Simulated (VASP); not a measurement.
Calculation: PBEsol GGA, VASP's PBE PAW potentials (set 64) (plane waves; VASP).

VASP input:

File KPOINTS:
```
Automatic mesh
0
Gamma
12 12 12
0 0 0
```

File POSCAR:
```
YS
1
    3.3575193832     0.0000000000     0.0000000000
    0.0000000000     3.3575193832     0.0000000000
    0.0000000000     0.0000000000     3.3575193832
Y S
1 1
Direct
  0.0000000000   0.0000000000   0.0000000000
  0.5000000000   0.5000000000   0.5000000000
```

INCAR:
```
# general
SYSTEM  = YS
PREC    = Accurate
ENCUT   = 400
LREAL   = .FALSE.
LASPH   = .TRUE.

# electronic loop
EDIFF   = 1E-7
NELM    = 100
ALGO    = Normal
LMAXMIX = 4

# smearing
ISMEAR  = -5

# functional
GGA     = PS

# ions
ISIF    = 2

# output
LWAVE   = .FALSE.
LCHARG  = .TRUE.
LORBIT  = 11
NEDOS   = 601
```

POTCAR, in this order: Y_sv S (PBE.64 set). Program: vasp_std.

Output

### OSZICAR
```
       N       E                     dE             d eps       ncg     rms          rms(c)
DAV:   1     0.493381612585E+02    0.49338E+02   -0.72989E+03  2040   0.108E+03
DAV:   2    -0.125458908333E+02   -0.61884E+02   -0.59133E+02  2456   0.218E+02
DAV:   3    -0.153251268796E+02   -0.27792E+01   -0.27372E+01  2648   0.385E+01
DAV:   4    -0.154177292320E+02   -0.92602E-01   -0.92396E-01  2776   0.729E+00
DAV:   5    -0.154200422167E+02   -0.23130E-02   -0.23081E-02  2784   0.932E-01    0.240E+01
DAV:   6    -0.148174670039E+02    0.60258E+00   -0.13791E+00  2344   0.744E+00    0.176E+01
DAV:   7    -0.147773409455E+02    0.40126E-01   -0.55830E-01  3072   0.493E+00    0.567E+00
DAV:   8    -0.147684470423E+02    0.88939E-02   -0.10655E-01  2424   0.218E+00    0.587E-01
DAV:   9    -0.147673060749E+02    0.11410E-02   -0.95872E-03  2476   0.653E-01    0.316E-01
DAV:  10    -0.147672704726E+02    0.35602E-04   -0.39522E-04  2684   0.192E-01    0.148E-01
DAV:  11    -0.147672915485E+02   -0.21076E-04   -0.25230E-04  2536   0.113E-01    0.714E-02
DAV:  12    -0.147672795965E+02    0.11952E-04   -0.19521E-05  2448   0.374E-02    0.324E-02
DAV:  13    -0.147672793736E+02    0.22289E-06   -0.59698E-07  2688   0.678E-03    0.277E-02
DAV:  14    -0.147672770290E+02    0.23446E-05   -0.99641E-07  2480   0.633E-03    0.731E-03
DAV:  15    -0.147672761744E+02    0.85454E-06   -0.13906E-07  1748   0.337E-03    0.243E-03
DAV:  16    -0.147672761031E+02    0.71360E-07   -0.29458E-08  1532   0.146E-03
   1 F= -.14767276E+02 E0= -.14767276E+02  d E =0.000000E+00
```

### OUTCAR
```
------------------------ aborting loop because EDIFF is reached ----------------------------------------
  FORCE on cell =-STRESS in cart. coord.  units (eV):
  Direction    XX          YY          ZZ          XY          YZ          ZX
  --------------------------------------------------------------------------------------
  Total        0.0048795      0.0048795      0.0048795     -0.0000000     -0.0000000      0.0000000
  in kB        0.2065523      0.2065523      0.2065523     -0.0000000     -0.0000000      0.0000000
  external PRESSURE =       0.2065523 kB  Pullay stress =       0.0000000 kB
  volume of cell :       37.85
      direct lattice vectors                 reciprocal lattice vectors
     3.357519383  0.000000000  0.000000000     0.297838936  0.000000000  0.000000000
     0.000000000  3.357519383  0.000000000     0.000000000  0.297838936  0.000000000
     0.000000000  0.000000000  3.357519383     0.000000000  0.000000000  0.297838936
 POSITION                                       TOTAL-FORCE (eV/Angst)
 -----------------------------------------------------------------------------------
      0.00000      0.00000      0.00000         0.000000      0.000000      0.000000
      1.67876      1.67876      1.67876         0.000000      0.000000      0.000000
 -----------------------------------------------------------------------------------
    total drift:                               -0.000000      0.000000     -0.000000
  FREE ENERGIE OF THE ION-ELECTRON SYSTEM (eV)
  ---------------------------------------------------
  free  energy   TOTEN  =       -14.7672761031 eV

  energy  without entropy=      -14.7672761031  energy(sigma->0) =      -14.76727610

 total charge

# of ion       s       p       d       f       tot
--------------------------------------------------
    1        2.173   6.280   1.190   0.054   9.698
    2        1.312   2.420   0.000   0.000   3.732
--------------------------------------------------
tot          3.485   8.700   1.190   0.054  13.430
```
(Selected blocks of OUTCAR.)

For a metal the tetrahedron method with Blöchl corrections gives inexact stress and forces.

The structure was generated: YS was put into the CsCl type type (Pm-3m), which need not be its known phase. It was relaxed first, which changed the volume by -33 %. The electron count is odd and the run is not spin-polarised, which forces a metal.
